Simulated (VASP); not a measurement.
Method: optB86b-vdW, VASP's PBE PAW potentials (set 64) (plane waves; VASP).

The input files of a VASP run:

**POSCAR**
```
ZnSe
5.6943960
  0.0000000000   0.4999999838   0.4999999838
  0.4999999838   0.0000000000   0.4999999838
  0.4999999838   0.4999999838   0.0000000000
Zn Se
1 1
Cartesian
  0.0000000000   0.0000000000   0.0000000000
  0.2499999919   0.2499999919   0.2499999919
```

### INCAR
```
# general
SYSTEM   = ZnSe
PREC     = Accurate
ENCUT    = 520
LREAL    = .False.
LASPH    = .True.
ICHARG   = 11

# electronic loop
EDIFF    = 1E-7
NELM     = 100
ALGO     = Normal
LMAXMIX  = 4

# smearing
ISMEAR   = 0
SIGMA    = 0.05

# functional
GGA      = MK
LUSE_VDW = .True.
AGGAC    = 0.0
PARAM1   = 0.1234
PARAM2   = 1.0

# output
LWAVE    = .False.
LCHARG   = .False.
LORBIT   = 11
```

### KPOINTS
```
k-points along high-symmetry lines
15
Line-mode
Reciprocal
  0.000000   0.000000   0.000000 ! GAMMA
 -0.500000  -0.500000   0.000000 ! X

 -0.500000  -0.500000   0.000000 ! X
 -0.375000  -0.375000   0.250000 ! U

 -0.375000  -0.000000   0.375000 ! K
  0.000000   0.000000   0.000000 ! GAMMA

  0.000000   0.000000   0.000000 ! GAMMA
 -0.000000   0.000000   0.500000 ! L

 -0.000000   0.000000   0.500000 ! L
 -0.500000  -0.250000   0.250000 ! W

 -0.500000  -0.250000   0.250000 ! W
 -0.500000  -0.500000   0.000000 ! X
```

POTCAR, in this order: Zn Se (PBE.64 set). Program: vasp_std. Read from the step before: CHGCAR.

Output of the run:

**OSZICAR**
```
       N       E                     dE             d eps       ncg     rms          rms(c)
DAV:   1     0.898997054648E+02    0.89900E+02   -0.91261E+03  2348   0.159E+03
DAV:   2     0.520809421616E+01   -0.84692E+02   -0.80721E+02  2515   0.277E+02
DAV:   3    -0.303455055124E+00   -0.55115E+01   -0.54094E+01  2850   0.684E+01
DAV:   4    -0.355948866952E+00   -0.52494E-01   -0.52477E-01  2545   0.714E+00
DAV:   5    -0.356230220071E+00   -0.28135E-03   -0.28134E-03  2855   0.484E-01
DAV:   6    -0.356232646235E+00   -0.24262E-05   -0.24261E-05  2600   0.455E-02
DAV:   7    -0.356232676360E+00   -0.30125E-07   -0.30111E-07  2805   0.464E-03
   1 F= -.35623268E+00 E0= -.35623268E+00  d E =-.148640E-17
```

File OUTCAR:
```
 val. band max:        1.4031281632   @ k =   0.0000   0.0000   0.0000

 cond. band min:       2.5541188996   @ k =   0.0000   0.0000   0.0000



 k-point     1 :       0.0000    0.0000    0.0000
  band No.  band energies     occupation
      1     -11.7769      2.00000
      2      -5.1536      2.00000
      3      -5.1536      2.00000
      4      -5.1536      2.00000
      5      -4.8047      2.00000
      6      -4.8047      2.00000
      7       1.4031      2.00000
      8       1.4031      2.00000
      9       1.4031      2.00000
     10       2.5541      0.00000
     11       7.1835      0.00000
     12       7.1835      0.00000
     13       7.1835      0.00000

 k-point     2 :      -0.0357   -0.0357    0.0000
  band No.  band energies     occupation
      1     -11.7660      2.00000
      2      -5.1542      2.00000
      3      -5.1512      2.00000
      4      -5.1512      2.00000
      5      -4.8057      2.00000
      6      -4.8041      2.00000
      7       1.1878      2.00000
      8       1.3648      2.00000
      9       1.3648      2.00000
     10       2.7814      0.00000
     11       7.1037      0.00000
     12       7.2413      0.00000
     13       7.2413      0.00000

 k-point     3 :      -0.0714   -0.0714    0.0000
  band No.  band energies     occupation
      1     -11.7333      2.00000
      2      -5.1560      2.00000
      3      -5.1441      2.00000
      4      -5.1441      2.00000
      5      -4.8085      2.00000
      6      -4.8024      2.00000
      7       0.7627      2.00000
      8       1.2552      2.00000
      9       1.2552      2.00000
     10       3.2391      0.00000
     11       6.8906      0.00000
     12       7.4092      0.00000
     13       7.4092      0.00000

 k-point     4 :      -0.1071   -0.1071    0.0000
  band No.  band energies     occupation
      1     -11.6801      2.00000
      2      -5.1585      2.00000
      3      -5.1324      2.00000
      4      -5.1324      2.00000
...
```

The density is held fixed in this step, so its total energy and stress have no physical meaning.

The compound is ZnSe in the zinc blende structure. It was relaxed first.
